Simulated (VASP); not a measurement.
Method: PBE GGA, VASP's PBE PAW potentials (set 64) (plane waves; VASP).

VASP input:

**KPOINTS**
```
Automatic mesh
0
Gamma
6 6 4
0 0 0
```

### INCAR
```
ISIF  =  2
ENCUT  =  400   # plane-wave cut-off (eV)
LMAXMIX  =  6   # l cut-off of mixed one-centre charges
LREAL  =  F
SYSTEM  =  CuAu
LWAVE  =  F
LASPH  =  T   # aspherical one-centre terms
ALGO  =  Normal   # blocked Davidson
GGA  =  PE   # PBE
PREC  =  Accurate
ISMEAR  =  1
SIGMA  =  0.1
EDIFF  =  1E-6
LCHARG  =  F
NELM  =  100   # most electronic steps
```

File POSCAR:
```
CuAu
1
    2.7374660000     0.0000000000     0.0000000000
    0.0000000000     2.8607460000     0.0000000000
    0.0000000000     0.0000000000     3.6087280000
Cu Au
1 1
Direct
  0.0000000000   0.0000000000   0.0000000000
  0.5128910000   0.5000000000   0.5000000000
```

POTCAR, in this order: Cu Au (PBE.64 set). Program: vasp_std.

The run wrote:

File OSZICAR:
```
       N       E                     dE             d eps       ncg     rms          rms(c)
DAV:   1     0.115643513442E+03    0.11564E+03   -0.97970E+03  1519   0.174E+03
DAV:   2    -0.437944150601E+01   -0.12002E+03   -0.11401E+03  1461   0.300E+02
DAV:   3    -0.791970918962E+01   -0.35403E+01   -0.35063E+01  1777   0.636E+01
DAV:   4    -0.795934063479E+01   -0.39631E-01   -0.39622E-01  1737   0.559E+00
DAV:   5    -0.796051000443E+01   -0.11694E-02   -0.11693E-02  2102   0.106E+00    0.122E+01
DAV:   6    -0.736473899723E+01    0.59577E+00   -0.74188E+00  1454   0.788E+01    0.560E+00
DAV:   7    -0.705562076453E+01    0.30912E+00   -0.30048E+00  1748   0.851E+01    0.652E+00
DAV:   8    -0.697156318660E+01    0.84058E-01   -0.28320E-01  1849   0.158E+01    0.298E+00
DAV:   9    -0.696414618693E+01    0.74170E-02   -0.17028E-02  2243   0.254E+00    0.162E-01
DAV:  10    -0.696383758216E+01    0.30860E-03   -0.21794E-03  2048   0.963E-01    0.733E-02
DAV:  11    -0.696383687209E+01    0.71007E-06   -0.60517E-05  2244   0.162E-01    0.337E-02
DAV:  12    -0.696383371438E+01    0.31577E-05   -0.15776E-06  1358   0.176E-02    0.447E-03
DAV:  13    -0.696383360950E+01    0.10487E-06   -0.11085E-06  1154   0.391E-02
   1 F= -.69638336E+01 E0= -.69628347E+01  d E =-.299665E-02
```

**OUTCAR**
```
------------------------ aborting loop because EDIFF is reached ----------------------------------------
  FORCE on cell =-STRESS in cart. coord.  units (eV):
  Direction    XX          YY          ZZ          XY          YZ          ZX
  --------------------------------------------------------------------------------------
  Total        1.9209294      1.9623996      1.3254480      0.0000000      0.0000000      0.0000000
  in kB      108.9029875    111.2540554     75.1434453      0.0000000      0.0000000      0.0000000
  external PRESSURE =      98.4334961 kB  Pullay stress =       0.0000000 kB
  volume of cell :       28.26
      direct lattice vectors                 reciprocal lattice vectors
     2.737466000  0.000000000  0.000000000     0.365301341  0.000000000  0.000000000
     0.000000000  2.860746000  0.000000000     0.000000000  0.349559171  0.000000000
     0.000000000  0.000000000  3.608728000     0.000000000  0.000000000  0.277105950
 POSITION                                       TOTAL-FORCE (eV/Angst)
 -----------------------------------------------------------------------------------
      0.00000      0.00000      0.00000         0.135568      0.000000      0.000000
      1.40402      1.43037      1.80436        -0.135568      0.000000      0.000000
 -----------------------------------------------------------------------------------
    total drift:                                0.000201      0.000000     -0.000000
  FREE ENERGIE OF THE ION-ELECTRON SYSTEM (eV)
  ---------------------------------------------------
  free  energy   TOTEN  =        -6.9638336095 eV

  energy  without entropy=       -6.9608369548  energy(sigma->0) =       -6.96283472
```
(Selected blocks of OUTCAR.)

The compound is CuAu in the L1_0 structure. The cell was not relaxed at this level, atoms are displaced from their ideal sites. The k-mesh is coarse (spacing up to 0.44 per Å, 2π included), so the numbers may not be converged in it. The run is one of a series of settings (KPOINTS 6×6×4 Γ-centred mesh against the base run), some of them coarse on purpose.
